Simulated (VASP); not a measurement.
A VASP calculation is set up with these files.

### INCAR
```
ALGO = Normal
EDIFF = 1E-7
EDIFFG = -0.01
ENCUT = 520
GGA = RE
IBRION = 2
ISIF = 4
ISMEAR = 0
LASPH = .TRUE.
LCHARG = .FALSE.
LMAXMIX = 4
LREAL = .FALSE.
LWAVE = .FALSE.
NELM = 100
NSW = 30
PREC = Accurate
SIGMA = 0.05
SYSTEM = MgTe
```

File POSCAR:
```
MgTe
1
    2.3007338644    -3.9849883827     0.0000000000
    2.3007338644     3.9849883827     0.0000000000
    0.0000000000     0.0000000000     7.4804562877
Mg Te
2 2
Direct
  0.6666670000   0.3333330000   0.4997432095
  0.3333330000   0.6666670000   0.9997432095
  0.6666670000   0.3333330000   0.8762567905
  0.3333330000   0.6666670000   0.3762567905
```

File KPOINTS:
```
Regular mesh
0
gamma
6 6 3
0 0 0
```

POTCAR, in this order: Mg Te (PBE.64 set). Program: vasp_std.

### Question
Translate this revPBE calculation to Quantum ESPRESSO's pw.x.

### Answer
One equivalent input (not run):
```
&CONTROL
  calculation = 'vc-relax'
  pseudo_dir = './pseudo'
  outdir = './out'
  tprnfor = .true.
  tstress = .true.
  nstep = 30
  forc_conv_thr = 0.00039
/
&SYSTEM
  ibrav = 0
  nat = 4
  ntyp = 2
  ecutwfc = 84
  occupations = 'smearing'
  smearing = 'gaussian'
  degauss = 0.003675
  input_dft = 'revpbe'
/
&ELECTRONS
  conv_thr = 7.3e-09
  electron_maxstep = 100
/
&IONS
/
&CELL
  cell_dofree = 'shape'
/
ATOMIC_SPECIES
  Mg 24.305 Mg.upf
  Te 127.600 Te.upf
CELL_PARAMETERS angstrom
     2.3007339   -3.9849884    0.0000000
     2.3007339    3.9849884    0.0000000
     0.0000000    0.0000000    7.4804563
ATOMIC_POSITIONS crystal
  Mg   0.6666670  0.3333330  0.4997432
  Mg   0.3333330  0.6666670  0.9997432
  Te   0.6666670  0.3333330  0.8762568
  Te   0.3333330  0.6666670  0.3762568
K_POINTS automatic
  6 6 3 0 0 0
```
Limits of the translation: the potentials are each code's own (VASP's PAW set, PseudoDojo norm-conserving files in pw.x), so ENCUT and ecutwfc are chosen apart and not converted; conv_thr bounds pw.x's estimated SCF error, while EDIFF bounds the energy change between steps; forc_conv_thr acts on force components and is met together with etot_conv_thr.

The compound is MgTe in the wurtzite structure. This cell is one point of a volume scan, at 0.97 of the reference volume.
